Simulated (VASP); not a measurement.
# Adsorption sites of N on Co(0001), part 2 of 3

Aim: adsorption energies of N on the high-symmetry sites of Co(0001), at a coverage of 1/4.

VASP 6.6.1, plane waves and PAW; the level of theory is named at each step.

Still holding for the runs below: The magnetic state follows from one typed start and may not be the lowest.

So far. Step 6 (Relaxing the atoms): Energy at zero smearing: -16.25857 eV. Step 7 (Relaxing the adsorbate, site ontop): The run ended after 22 ionic steps, 1.030 eV below its first step, once the forces on the free atoms met EDIFFG = -0.03.

## 8. Potential and states with the adsorbate, site ontop

A static run like the clean slab's shows how the vacuum level shifts, by charge transfer, by any dipole of the adsorbate and by the slab's own rearrangement.

Input file INCAR:

```
SYSTEM = Co12N
PREC = Normal
ENCUT = 440
EDIFF = 1E-06
NELM = 120
ISMEAR = 1
SIGMA = 0.15
LREAL = Auto
ALGO = Fast
GGA = RP
NBANDS = 90
ISPIN = 2
MAGMOM = 2 2 2 2 2 2 2 2 2 2 2 2 0
LASPH = .TRUE.
LMAXMIX = 4
LORBIT = 11
LWAVE = .FALSE.
LCHARG = .FALSE.
KPAR = 4
IDIPOL = 3
LDIPOL = .TRUE.
DIPOL = 0.5 0.5 0.513
LVHAR = .TRUE.
LVACPOTAV = .TRUE.
NEDOS = 1500
```

Input file POSCAR:

```
Co12N
1.0
    5.0237193640      0.0000000000      0.0000000000
    2.5118596820      4.3506685907      0.0000000000
    0.0000000000      0.0000000000     19.0686182875
Co N
12 1
Selective dynamics
Direct
    0.0000000000      0.0000000000      0.3933163800  F F F
    0.5000000000      0.0000000000      0.3933163800  F F F
    0.0000000000      0.5000000000      0.3933163800  F F F
    0.5000000000      0.5000000000      0.3933163800  F F F
    0.8342320343      0.3315359214      0.4969722527  T T T
    0.3333333300      0.3333333300      0.4950673409  T T T
    0.8342320343      0.8342320343      0.4969722527  T T T
    0.3315359214      0.8342320343      0.4969722527  T T T
    0.0000000000      0.0000000000      0.6141170317  T T T
    0.5006248779      0.9987502443      0.5999583211  T T T
    0.9987502443      0.5006248779      0.5999583211  T T T
    0.5006248779      0.5006248779      0.5999583211  T T T
    0.0000000000      0.0000000000      0.6963164723  T T T
```

Input file KPOINTS:

```
Automatic mesh
0
Gamma
6 6 1
0 0 0
```

PAW data sets: Co and N (PBE family, release 64).

On the command line:

```sh
$ mpirun -np 4 vasp_std
```

Elapsed: 2 min, on 4 MPI ranks of Intel Xeon 6975P-C (Granite Rapids), shared host; peak memory 2 GiB; 7.9 min of CPU time.

This step gave:

* electronic cycles: 45
* free energy (TOTEN): -79.2941 eV
* Fermi energy: -0.0353 eV
* dipole moment: 0, 0, 0.1307 e·Å
* vacuum levels: 5.775, 4.69 eV
* work functions of the upper and lower face: 5.810, 4.725 eV

Zero at the Fermi level. Table of planar average of the electrostatic potential by height:

```
height (Å)  planar average of the electrostatic potential (eV)
         0                                                5.66
         1                                                4.73
         2                                                4.73
         3                                                4.73
         4                                                4.72
         5                                                4.64
         6                                                3.66
         7                                               -8.95
         8                                               -9.10
         9                                               -10.4
        10                                               -8.10
        11                                               -9.22
        12                                               -9.52
        13                                                1.26
        14                                                4.98
        15                                                5.78
        16                                                5.81
        17                                                5.81
        18                                                5.81
```

Density of states in the PAW spheres, an atom over height of the layer and energy from the Fermi level.

Ten even steps from '0' (0.00 states/eV) to '9' (3.74 states/eV), each cell a mean:
```
212220
312331
322320
776640
776650
544530
534640
655630
445420
344320
343321
222294
133283
122120
000000
000000
000000
000000
000000
000000
000000
000000
```
Columns: height of the layer (Å) from 7.5 to 13.3 (not evenly spaced); rows upwards: energy from the Fermi level (eV) from -7.9 to 0.5.

Force by atom:

| atom | x (eV/Å) | y (eV/Å) | z (eV/Å) | size |
| --- | --- | --- | --- | --- |
| Co1 | 0.0000 | 0.0000 | -0.0847 | 0.0847 |
| Co2 | 0.0000 | -0.0445 | 0.0200 | 0.0488 |
| Co3 | -0.0386 | 0.0223 | 0.0200 | 0.0488 |
| Co4 | 0.0386 | 0.0223 | 0.0200 | 0.0488 |
| Co5 | 0.0000 | 0.0076 | 0.0101 | 0.0127 |
| Co6 | 0.0000 | 0.0000 | -0.0104 | 0.0104 |
| Co7 | -0.0066 | -0.0038 | 0.0101 | 0.0127 |
| Co8 | 0.0066 | -0.0038 | 0.0101 | 0.0127 |
| Co9 | 0.0000 | 0.0000 | -0.0029 | 0.0029 |
| Co10 | 0.0000 | -0.0048 | 0.0001 | 0.0048 |
| Co11 | -0.0041 | 0.0024 | 0.0001 | 0.0048 |
| Co12 | 0.0041 | 0.0024 | 0.0001 | 0.0048 |
| N13 | 0.0000 | 0.0000 | 0.0071 | 0.0071 |

The map of layer states is cut here 0.5 eV above the Fermi level, so it leaves out the states above that.

At the end the adsorbate's closest contact with the slab is N-Co at 1.57 Å, nearly straight above the slab's atom, and its lowest atom lies 1.57 Å above the highest atom of the slab.

The vacuum level lies 5.81 eV above the Fermi level at the upper face; the two faces differ by 1.08 eV, the step that the slab's dipole of 0.131 e·Å makes.

VASP counts the dipole in electrons times Å, so a positive number points the physical dipole along −c.

The program found no field-free point at its default tolerance, but its printed level agrees with the flat part of the planar average.

On this mesh the fine structure of the density of states is sampling noise, and high empty states may be cut by the number of bands.

## 9. Relaxing the adsorbate, site bridge

Changes to INCAR since step 8:

```diff
@@ -3,3 +3,3 @@
 ENCUT = 440
-EDIFF = 1E-06
+EDIFF = 1E-05
 NELM = 120
@@ -19,7 +19,10 @@
 KPAR = 4
+IBRION = 2
+NSW = 50
+ISIF = 2
+EDIFFG = -0.03
+POTIM = 0.4
+MAXMIX = 40
 IDIPOL = 3
 LDIPOL = .TRUE.
-DIPOL = 0.5 0.5 0.513
-LVHAR = .TRUE.
-LVACPOTAV = .TRUE.
-NEDOS = 1500
+DIPOL = 0.5 0.5 0.512
```

Input file POSCAR:

```
Co12N
1.0
    5.0237193640      0.0000000000      0.0000000000
    2.5118596820      4.3506685907      0.0000000000
    0.0000000000      0.0000000000     19.0686182875
Co N
12 1
Selective dynamics
Direct
    0.0000000000      0.0000000000      0.3933163800  F F F
    0.5000000000      0.0000000000      0.3933163800  F F F
    0.0000000000      0.5000000000      0.3933163800  F F F
    0.5000000000      0.5000000000      0.3933163800  F F F
    0.8333333300      0.3333333300      0.4979196800  T T T
    0.3333333300      0.3333333300      0.4979196800  T T T
    0.8333333300      0.8333333300      0.4979196800  T T T
    0.3333333300      0.8333333300      0.4979196800  T T T
    0.0000000000      0.0000000000      0.6029254200  T T T
    0.5000000000      0.0000000000      0.6029254200  T T T
    0.0000000000      0.5000000000      0.6029254200  T T T
    0.5000000000      0.5000000000      0.6029254200  T T T
    0.2500000000      0.0000000000      0.6763444800  T T T
```

KPOINTS is that of step 8.

On the command line:

```sh
$ mpirun -np 4 vasp_std
```

It took 40 min on 4 MPI ranks; peak memory 2.8 GiB.

Relaxation path (22 of 41):

```
step  energy less that of the first step (eV)  largest force (eV/Å)
   1                                   0.0000                3.5428
   3                                  -0.5059                0.9779
   5                                  -0.5905                0.3333
   7                                  -0.5998                0.2061
   9                                  -0.6082                0.3092
  11                                  -0.6142                0.3212
  12                                  -0.6171                0.1870
  14                                  -0.6287                0.2671
  16                                  -0.6446                0.4801
  18                                  -0.7193                0.9031
  20                                  -0.7550                0.9721
  22                                  -0.7630                0.9236
  24                                  -0.7672                0.8325
  26                                  -0.7706                0.8080
  28                                  -0.7950                0.7430
  30                                  -0.8586                0.8934
  31                                  -0.8212                2.1275
  33                                  -0.8821                1.0761
  35                                  -0.9957                0.5891
  37                                  -1.0127                0.5382
  39                                  -1.0656                0.2727
  41                                  -1.0707                0.2672
```

The atoms that moved most (Å):

| atom | dx | dy | dz | length |
| --- | --- | --- | --- | --- |
| N13 | 0.000 | -0.595 | -0.427 | 0.733 |
| Co11 | 0.000 | 0.132 | -0.106 | 0.169 |
| Co10 | 0.038 | 0.137 | 0.037 | 0.147 |
| Co9 | -0.038 | 0.137 | 0.037 | 0.147 |
| Co7 | 0.000 | 0.085 | -0.031 | 0.091 |
| Co12 | 0.000 | 0.081 | 0.034 | 0.088 |
| Co5 | 0.019 | 0.057 | -0.013 | 0.062 |
| Co6 | -0.019 | 0.057 | -0.013 | 0.062 |

Final coordinates:

```xyz
13
Lattice="5.0237 0.0000 0.0000 2.5119 4.3507 0.0000 0.0000 0.0000 19.0686" Properties=species:S:1:pos:R:3
Co    0.0000    0.0000    7.5000
Co    2.5119    0.0000    7.5000
Co    1.2559    2.1753    7.5000
Co    3.7678    2.1753    7.5000
Co    5.0423    1.5075    9.4817
Co    2.4933    1.5075    9.4817
Co    6.2796    3.7109    9.4636
Co    3.7678    3.6655    9.4624
Co   -0.0380    0.1373   11.5337
Co    2.5499    0.1373   11.5337
Co    1.2559    2.3071   11.3912
Co    3.7678    2.2561   11.5308
N     1.2559   -0.5953   12.4697
```

The stop cut the electronic loop of the last step short, so that step is set aside; the step before it may be unsound too where the loop had begun to diverge.

The run met its time limit with a largest force of 0.27 eV/Å at its last finished step, so it is continued.

## 10. Going on with the relaxation

The relaxation goes on from its last finished geometry.

Changes to INCAR since step 9:

```diff
@@ -23,3 +23,3 @@
 EDIFFG = -0.03
-POTIM = 0.4
+POTIM = 0.25
 MAXMIX = 40
```

Input file POSCAR:

```
Co12N
1.0
    5.0237193640      0.0000000000      0.0000000000
    2.5118596820      4.3506685907      0.0000000000
    0.0000000000      0.0000000000     19.0686182875
Co N
12 1
Selective dynamics
Direct
    0.0000000000      0.0000000000      0.3933163800  F F F
    0.5000000000      0.0000000000      0.3933163800  F F F
    0.0000000000      0.5000000000      0.3933163800  F F F
    0.5000000000      0.5000000000      0.3933163800  F F F
    0.8304514567      0.3465053587      0.4972422976  T T T
    0.3230431747      0.3465053587      0.4972422976  T T T
    0.8235215366      0.8529569168      0.4962912223  T T T
    0.3287480400      0.8425039100      0.4962308093  T T T
    0.9766558355      0.0315607797      0.6048521644  T T T
    0.4917833848      0.0315607797      0.6048521644  T T T
    0.9848568824      0.5302862351      0.5973804347  T T T
    0.4907160175      0.5185679649      0.6047013448  T T T
    0.3184171650      0.8631656701      0.6539386344  T T T
```

KPOINTS is that of step 9.

On the command line:

```sh
$ mpirun -np 4 vasp_std
```

Run time: 26 min. Hardware: 4 MPI ranks; peak memory 2.7 GiB; 84 min of CPU time.

The run keeps the 2 symmetry operations of its start, so it cannot find a distortion of lower symmetry.

The steps of the relaxation (22 of 25):

| step | energy less that of the first step (eV) | largest force (eV/Å) |
| --- | --- | --- |
| 1 | 0.0000 | 0.2743 |
| 2 | -0.0046 | 0.1503 |
| 3 | -0.0085 | 0.2145 |
| 4 | -0.0121 | 0.1144 |
| 6 | -0.0148 | 0.0955 |
| 7 | -0.0172 | 0.0955 |
| 8 | -0.0148 | 0.2459 |
| 9 | -0.0174 | 0.1235 |
| 10 | -0.0188 | 0.1167 |
| 11 | -0.0216 | 0.1154 |
| 12 | -0.0194 | 0.3462 |
| 14 | -0.0237 | 0.1351 |
| 15 | -0.0248 | 0.0905 |
| 16 | -0.0253 | 0.1495 |
| 17 | -0.0271 | 0.1078 |
| 18 | -0.0300 | 0.1139 |
| 19 | -0.0300 | 0.1311 |
| 20 | -0.0317 | 0.0563 |
| 22 | -0.0319 | 0.0449 |
| 23 | -0.0323 | 0.0339 |
| 24 | -0.0323 | 0.0361 |
| 25 | -0.0324 | 0.0154 |

The atoms that moved most (Å):

```csv
atom,dx,dy,dz,length
Co11,0.000,-0.134,0.014,0.134
N13,0.000,-0.132,0.015,0.133
Co9,0.006,-0.122,-0.009,0.123
Co10,-0.006,-0.122,-0.009,0.123
Co12,0.000,-0.122,-0.004,0.122
Co7,0.000,-0.091,0.013,0.092
Co5,-0.016,-0.060,-0.005,0.062
Co6,0.016,-0.060,-0.005,0.062
```

The relaxed structure:

```
Co N
1.0
     5.02372    0.00000    0.00000
     2.51186    4.35067    0.00000
     0.00000    0.00000   19.06862
Co N
12 1
Cartesian
  0.0000 0.0000 7.5000
  2.5119 0.0000 7.5000
  1.2559 2.1753 7.5000
  3.7678 2.1753 7.5000
  5.0260 1.4476 9.4772
  2.5096 1.4476 9.4772
  6.2796 3.6199 9.4765
  3.7678 3.6205 9.4403
  4.9921 0.0148 11.5247
  2.5435 0.0148 11.5247
  6.2796 2.1734 11.4052
  3.7678 2.1345 11.5272
  3.7678 3.6236 12.4845
```

This step gave:

| Item | Value |
| --- | --- |
| electronic cycles | 227 |
| free energy (TOTEN) | -81.2631 eV |
| energy at zero smearing | -81.2669 eV |
| Fermi energy | 0.0645 eV |
| moment of the cell, from the last line of the log | 18.17 μB |
| dipole moment | 0, 0, 0.05801 e·Å |

Spin moment in the PAW sphere by atom:

```
atom  spin moment in the PAW sphere (μB)
 Co1                                1.74
 Co2                                1.74
 Co3                                1.75
 Co4                                1.74
 Co5                                1.68
 Co6                                1.68
 Co7                                1.68
 Co8                                1.81
 Co9                                0.95
Co10                                0.95
Co11                                1.81
Co12                                0.95
 N13                               -0.07
```

The run ended after 25 ionic steps, 0.032 eV below its first step, once the forces on the free atoms met EDIFFG = -0.03.

## 11. Potential and states with the adsorbate, site bridge

Input file INCAR:

```
SYSTEM = Co12N
PREC = Normal
ENCUT = 440
EDIFF = 1E-06
NELM = 120
ISMEAR = 1
SIGMA = 0.15
LREAL = Auto
ALGO = Fast
GGA = RP
NBANDS = 90
ISPIN = 2
MAGMOM = 2 2 2 2 2 2 2 2 2 2 2 2 0
LASPH = .TRUE.
LMAXMIX = 4
LORBIT = 11
LWAVE = .FALSE.
LCHARG = .FALSE.
KPAR = 4
IDIPOL = 3
LDIPOL = .TRUE.
DIPOL = 0.5 0.5 0.51
LVHAR = .TRUE.
LVACPOTAV = .TRUE.
NEDOS = 1500
```

Input file POSCAR:

```
Co12N
1.0
    5.0237193640      0.0000000000      0.0000000000
    2.5118596820      4.3506685907      0.0000000000
    0.0000000000      0.0000000000     19.0686182875
Co N
12 1
Selective dynamics
Direct
    0.0000000000      0.0000000000      0.3933163800  F F F
    0.5000000000      0.0000000000      0.3933163800  F F F
    0.0000000000      0.5000000000      0.3933163800  F F F
    0.5000000000      0.5000000000      0.3933163800  F F F
    0.8340838772      0.3327302499      0.4970049776  T T T
    0.3331858630      0.3327302499      0.4970049776  T T T
    0.8339837362      0.8320325176      0.4969659273  T T T
    0.3339196000      0.8321607900      0.4950697232  T T T
    0.9919909505      0.0034102662      0.6043815251  T T T
    0.5045987834      0.0034102662      0.6043815251  T T T
    0.0002203500      0.4995592999      0.5981134447  T T T
    0.5046894235      0.4906211529      0.6045130927  T T T
    0.3335610864      0.8328778274      0.6547169293  T T T
```

KPOINTS is that of step 10.

On the command line:

```sh
$ mpirun -np 4 vasp_std
```

It took 3.9 min on 4 MPI ranks; peak memory 2.6 GiB.

The adsorbate has slid 0.73 Å off the bridge site, so these numbers belong to another place.

The map of layer states is cut here 0.5 eV above the Fermi level, so it leaves out the states above that.

At the end the adsorbate's closest contact with the slab is N-Co at 1.77 Å, 1.49 Å to the side of the slab's atom, and its lowest atom lies 0.96 Å above the highest atom of the slab.

The vacuum level lies 5.30 eV above the Fermi level at the upper face; the two faces differ by 0.48 eV, the step that the slab's dipole of 0.058 e·Å makes.

VASP counts the dipole in electrons times Å, so a positive number points the physical dipole along −c.

The program found no field-free point at its default tolerance, but its printed level agrees with the flat part of the planar average.

On this mesh the fine structure of the density of states is sampling noise, and high empty states may be cut by the number of bands.

## 12. Relaxing the adsorbate, site fcc

Changes to INCAR since step 11:

```diff
@@ -3,3 +3,3 @@
 ENCUT = 440
-EDIFF = 1E-06
+EDIFF = 1E-05
 NELM = 120
@@ -19,7 +19,10 @@
 KPAR = 4
+IBRION = 2
+NSW = 50
+ISIF = 2
+EDIFFG = -0.03
+POTIM = 0.4
+MAXMIX = 40
 IDIPOL = 3
 LDIPOL = .TRUE.
-DIPOL = 0.5 0.5 0.51
-LVHAR = .TRUE.
-LVACPOTAV = .TRUE.
-NEDOS = 1500
+DIPOL = 0.5 0.5 0.511
```

Input file POSCAR:

```
Co12N
1.0
    5.0237193640      0.0000000000      0.0000000000
    2.5118596820      4.3506685907      0.0000000000
    0.0000000000      0.0000000000     19.0686182875
Co N
12 1
Selective dynamics
Direct
    0.0000000000      0.0000000000      0.3933163800  F F F
    0.5000000000      0.0000000000      0.3933163800  F F F
    0.0000000000      0.5000000000      0.3933163800  F F F
    0.5000000000      0.5000000000      0.3933163800  F F F
    0.8333333300      0.3333333300      0.4979196800  T T T
    0.3333333300      0.3333333300      0.4979196800  T T T
    0.8333333300      0.8333333300      0.4979196800  T T T
    0.3333333300      0.8333333300      0.4979196800  T T T
    0.0000000000      0.0000000000      0.6029254200  T T T
    0.5000000000      0.0000000000      0.6029254200  T T T
    0.0000000000      0.5000000000      0.6029254200  T T T
    0.5000000000      0.5000000000      0.6029254200  T T T
    0.1666666700      0.1666666700      0.6632339300  T T T
```

KPOINTS is that of step 11.

On the command line:

```sh
$ mpirun -np 4 vasp_std
```

The job ended after 9.3 min (4 MPI ranks; peak memory 2.2 GiB; 30 min of CPU time).

Step by step:

```csv
step,energy less that of the first step (eV),largest force (eV/Å)
1,0.0000,1.6152
2,-0.1440,0.4052
3,-0.1522,0.5104
4,-0.1822,0.3234
5,-0.1898,0.2286
6,-0.1899,0.2444
7,-0.1943,0.1819
8,-0.1965,0.1532
9,-0.1988,0.0542
10,-0.1990,0.0739
11,-0.2000,0.0378
12,-0.2000,0.0371
13,-0.2001,0.0234
```

The atoms that moved most (Å):

| atom | dx | dy | dz | length |
| --- | --- | --- | --- | --- |
| Co12 | 0.000 | 0.000 | -0.111 | 0.111 |
| N13 | 0.000 | 0.000 | -0.094 | 0.094 |
| Co11 | 0.000 | 0.021 | 0.066 | 0.069 |
| Co9 | -0.018 | -0.011 | 0.066 | 0.069 |
| Co10 | 0.018 | -0.011 | 0.066 | 0.069 |
| Co7 | 0.000 | 0.000 | -0.044 | 0.044 |
| Co6 | -0.006 | -0.004 | -0.029 | 0.030 |
| Co8 | 0.000 | 0.007 | -0.029 | 0.030 |

Final coordinates:

```cif
data_structure
_symmetry_space_group_name_H-M 'P 1'
_symmetry_Int_Tables_number 1
_cell_length_a 5.0237
_cell_length_b 5.0237
_cell_length_c 19.0686
_cell_angle_alpha 90.000
_cell_angle_beta 90.000
_cell_angle_gamma 60.000
_cell_volume 416.77
loop_
_atom_site_label
_atom_site_type_symbol
_atom_site_fract_x
_atom_site_fract_y
_atom_site_fract_z
_atom_site_occupancy
Co1 Co 0.00000 0.00000 0.39332 1
Co2 Co 0.50000 0.00000 0.39332 1
Co3 Co 0.00000 0.50000 0.39332 1
Co4 Co 0.50000 0.50000 0.39332 1
Co5 Co 0.83501 0.33249 0.49638 1
Co6 Co 0.33249 0.33249 0.49638 1
Co7 Co 0.83333 0.83333 0.49560 1
Co8 Co 0.33249 0.83501 0.49638 1
Co9 Co 0.99755 0.99755 0.60638 1
Co10 Co 0.50489 0.99755 0.60638 1
Co11 Co 0.99755 0.50489 0.60638 1
Co12 Co 0.50000 0.50000 0.59710 1
N13 N 0.16667 0.16667 0.65833 1
```

Spin moment in the PAW sphere by atom:

```
atom  spin moment in the PAW sphere (μB)
 Co1                                1.73
 Co2                                1.73
 Co3                                1.73
 Co4                                1.73
 Co5                                1.74
 Co6                                1.74
 Co7                                1.71
 Co8                                1.74
 Co9                                0.93
Co10                                0.93
Co11                                0.93
Co12                                1.88
 N13                               -0.07
```

The run ended after 13 ionic steps, 0.200 eV below its first step, once the forces on the free atoms met EDIFFG = -0.03.

(Continued in part 3 of 3.)

[Lines on the potential files, build, host, timing and source positions are cut from VASP's logs without a mark.]

[Logs are printed without paths, hosts, clocks, repeated set-up lines and the standing remarks that a program may print on its own settings, such as how far it seeks lower states.]

[Hosts, paths, dates, database ids (printed as entryN), source tags and the programs' standing remarks are cut or masked in the printed files.]

[Runs that stopped without an error message from VASP are left out.]
